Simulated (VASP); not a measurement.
VASP runs on Sm (space group Im-3m) share one base input (PBE GGA, plane waves, VASP's PBE PAW potentials (set 64)) and change the settings named in each case.

**POSCAR**
```
Sm
1
   -2.0546590000     2.0546590000     2.0546590000
    2.0546590000    -2.0546590000     2.0546590000
    2.0546590000     2.0546590000    -2.0546590000
Sm
1
Direct
  0.0000000000   0.0000000000   0.0000000000
```

**KPOINTS**
```
Automatic mesh
0
Gamma
15 15 15
0 0 0
```

**INCAR**
```
EDIFF=1E-6   # SCF stop (eV)
LASPH=T
ENCUT=300
LORBIT=11   # lm-projected
SIGMA=0.1   # width (eV)
LREAL=F   # projection in real space or not
LMAXMIX=6   # l cut-off of mixed one-centre charges
ISIF=2
SYSTEM=Sm
ALGO=Normal   # blocked Davidson
NELM=100
PREC=Accurate
ISPIN=2   # spin-polarised
GGA=PE   # PBE
LWAVE=F
MAGMOM=5.0
ISMEAR=-1   # Fermi-Dirac
LCHARG=F
```

POTCAR, in this order: Sm (PBE.64 set). Program: vasp_std.

```tsv
change	E(σ→0) (eV/atom)	pressure (GPa)	−TS (eV)
base run	-9.2170	1.35	-0.2350
GGA = PS	-9.5390	-0.94	-0.2606
GGA_COMPAT = .FALSE., ISPIN removed, LNONCOLLINEAR = .TRUE., LSORBIT = .TRUE., MAGMOM = 0.0 0.0 5.0, program vasp_ncl	-9.7904	1.26	-0.2332
KPOINTS 5×5×5 Γ-centred mesh	-9.2245	1.38	-0.2299
```
 Energies of different potentials or functionals have different zeros.  At 300 eV the pressure can carry a Pulay error.

Left out are runs that ran out of time, are held back, or changed the cell or the kind of run, fixed moments of cells without a moment, rows past the twelfth, gaps on odd meshes, pressures of charged cells and columns that move by less than the noise.

The structure was generated: Sm was put into an ordered model structure, which need not be its known phase. The cell was not relaxed at this level, its lattice was scaled by up to 2.5 %.
